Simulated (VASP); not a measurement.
Output of a VASP run:

OSZICAR:
```
       N       E                     dE             d eps       ncg     rms          rms(c)
DAV:   1     0.962417067878E+01    0.96242E+01   -0.41595E+03  1152   0.878E+02
DAV:   2    -0.550162301643E+01   -0.15126E+02   -0.14971E+02  1584   0.127E+02
DAV:   3    -0.577649919056E+01   -0.27488E+00   -0.27255E+00  1616   0.133E+01
DAV:   4    -0.578011166924E+01   -0.36125E-02   -0.35867E-02  1792   0.166E+00
DAV:   5    -0.578011994583E+01   -0.82766E-05   -0.82762E-05  1632   0.839E-02    0.740E+00
DAV:   6    -0.652802406226E+01   -0.74790E+00   -0.59624E-01  1152   0.551E+00    0.415E+00
DAV:   7     0.108205842521E+04    0.10886E+04   -0.65016E+04  1152   0.984E+05    0.421E+00
DAV:   8    -0.652280723602E+01   -0.10886E+04   -0.99631E+00  1408   0.209E+01    0.450E-01
DAV:   9    -0.654020601341E+01   -0.17399E-01   -0.10647E-01  1160   0.507E+00    0.348E-01
DAV:  10    -0.653968250528E+01    0.52351E-03   -0.23966E-03  1912   0.554E-01    0.243E-01
DAV:  11    -0.654015366461E+01   -0.47116E-03   -0.77369E-04  1248   0.334E-01    0.204E-01
DAV:  12    -0.653983417900E+01    0.31949E-03   -0.66807E-04  1664   0.313E-01    0.171E-01
DAV:  13    -0.653987705492E+01   -0.42876E-04   -0.29661E-05  1872   0.670E-02    0.176E-01
DAV:  14    -0.653985618962E+01    0.20865E-04   -0.43710E-05  1608   0.523E-02    0.162E-01
DAV:  15    -0.653989443908E+01   -0.38249E-04   -0.37148E-05  1680   0.527E-02    0.146E-01
DAV:  16    -0.653990468072E+01   -0.10242E-04   -0.55358E-06  1728   0.214E-02    0.154E-01
DAV:  17    -0.653990519013E+01   -0.50942E-06   -0.97333E-08  1264   0.341E-03    0.145E-01
DAV:  18    -0.653990236116E+01    0.28290E-05   -0.15326E-06  1776   0.124E-02    0.755E-02
DAV:  19    -0.653990121693E+01    0.11442E-05   -0.76116E-07  1832   0.103E-02    0.428E-02
DAV:  20    -0.653990140723E+01   -0.19030E-06   -0.12342E-07  1448   0.548E-03    0.229E-02
DAV:  21    -0.653990123902E+01    0.16821E-06   -0.21341E-07  1736   0.532E-03    0.756E-03
DAV:  22    -0.653990123827E+01    0.74419E-09   -0.25442E-08   656   0.264E-03
   1 F= -.65399012E+01 E0= -.65397500E+01  d E =-.453832E-03
```

### OUTCAR
```
------------------------ aborting loop because EDIFF is reached ----------------------------------------
  FORCE on cell =-STRESS in cart. coord.  units (eV):
  Direction    XX          YY          ZZ          XY          YZ          ZX
  --------------------------------------------------------------------------------------
  Total        0.0175001      0.0175001      0.0175001      0.0000000      0.0000000     -0.0000000
  in kB        0.6581812      0.6581812      0.6581812      0.0000000      0.0000000     -0.0000000
  external PRESSURE =       0.6581812 kB  Pullay stress =       0.0000000 kB
  volume of cell :       42.60
      direct lattice vectors                 reciprocal lattice vectors
    -2.200130559  2.200130559  2.200130559     0.000000000  0.227259241  0.227259241
     2.200130559 -2.200130559  2.200130559     0.227259241  0.000000000  0.227259241
     2.200130559  2.200130559 -2.200130559     0.227259241  0.227259241  0.000000000
 POSITION                                       TOTAL-FORCE (eV/Angst)
 -----------------------------------------------------------------------------------
      0.00000      0.00000      0.00000         0.000000      0.000000     -0.000000
 -----------------------------------------------------------------------------------
    total drift:                               -0.000000     -0.000000     -0.000000
  FREE ENERGIE OF THE ION-ELECTRON SYSTEM (eV)
  ---------------------------------------------------
  free  energy   TOTEN  =        -6.5399012383 eV

  energy  without entropy=       -6.5394474066  energy(sigma->0) =       -6.53974996
```
(Selected blocks of OUTCAR.)

**POSCAR**
```
Eu
1
   -2.2001305595     2.2001305595     2.2001305595
    2.2001305595    -2.2001305595     2.2001305595
    2.2001305595     2.2001305595    -2.2001305595
Eu
1
Direct
  0.0000000000   0.0000000000   0.0000000000
```

Q: Write an INCAR and KPOINTS that could have produced this output.

A: Several could match; the one computed here: the input of the run itself, TPSS meta-GGA, plane waves, VASP's PBE PAW potentials (set 64).

KPOINTS:
```
Automatic mesh
0
Gamma
12 12 12
0 0 0
```

### INCAR
```
# general
SYSTEM =Eu
PREC   =Accurate
ENCUT  =520
LREAL  =.FALSE.
LASPH  =.TRUE.

# electronic loop
EDIFF  =1E-7
NELM   =100   # most electronic steps
ALGO   =Normal
LMAXMIX=6
LMIXTAU=.TRUE.

# smearing
ISMEAR =1
SIGMA  =0.1   # width (eV)

# functional
METAGGA=TPSS

# ions
ISIF   =2

# output
LWAVE  =.FALSE.
LCHARG =.FALSE.
```

POTCAR, in this order: Eu_2 (PBE.64 set). Program: vasp_std.

The 4f electrons are frozen in the core of the lanthanide potential, so 4f levels, which can set the real gap, and their magnetism are missing.

The compound is Eu in the bcc structure. It was relaxed first, which changed the volume by -11 %.
